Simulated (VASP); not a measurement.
Data:

```
CdF2
1.0
    0.00000     2.70168     2.70168
    2.70168     0.00000     2.70168
    2.70168     2.70168     0.00000
Cd F
1 2
Cartesian
  0.00000   0.00000   0.00000
  1.35084   1.35084   1.35084
  4.05252   4.05252   4.05252
```

All values below come from r2SCAN meta-GGA, VASP's PBE PAW potentials (set 64) (plane waves; VASP). Run with 600 eV cut-off, 6×6×6 Γ-centred mesh, Gaussian smearing of 0.050 eV, potentials Cd F.

Each relaxation starts from this cell; other phases were not tried.

Question: The cell is relaxed at 10 GPa. What happens?

Answer: The volume per atom goes from 13.15 to 12.20 Å³ (-7.2 %), and the cell becomes a = b = c = 5.2703 Å, α = β = γ = 90.00°, space group Fm-3m. The gap on the mesh goes from 3.74 to 4.02 eV.

Question: The cell is relaxed at 30 GPa. What happens?

Answer: The volume per atom goes from 13.15 to 11.05 Å³ (-16.0 %), and the cell becomes a = 5.099 Å, b = 5.099 Å, c = 5.099 Å, α = 90.00°, β = 90.00°, γ = 90.00°, space group Fm-3m. The gap on the mesh goes from 3.74 to 4.38 eV.

Failed runs are left out, and for metals the shear rows, which the mesh's noise covers.

The compound is CdF2 in the fluorite structure.
